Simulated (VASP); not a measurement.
Runs of VASP 6.6.1 on MnSiSe3. The structure is cubic, space group Pm-3m (No. 221). Conventional cell: a = 4.834 Å, b = 4.834 Å, c = 4.834 Å, α = 90.00°, β = 90.00°, γ = 90.00°. Mn (site symmetry m-3m) is surrounded by 12 Se at 3.42 Å. Around Si (site symmetry m-3m) lie 6 Se at 2.42 Å. Se (site symmetry 4/mmm) has 2 Si at 2.42 Å as nearest neighbours. The cell was built by a generator and needn't be a form met in nature.

```tsv
level	U	moment (μB)
LDA+U	Mn d U = 6 eV	5.33
LDA	-	5.19
LDA+U	Mn d U = 5 eV	5.33
LDA+U	Mn d U = 3 eV	5.30
LDA+U	Mn d U = 8 eV	(a)
```

Alike in all rows: task density of states; potentials or basis VASP PAW LDA potentials, release 64 (Mn_pv, Si, Se); spin collinear, ferromagnetic start; cell as given; k mesh 5 × 5 × 5; cutoff (eV) 520; smearing fermi-dirac 0.05 eV.

Estimate the missing entries.

(a) 5.34.

Caveats: a cell with one magnetic atom can't hold antiferromagnetic order, which such compounds often take; semilocal functionals often make such compounds metallic where correlation or magnetic order opens a gap, which also shifts bond lengths (some runs).
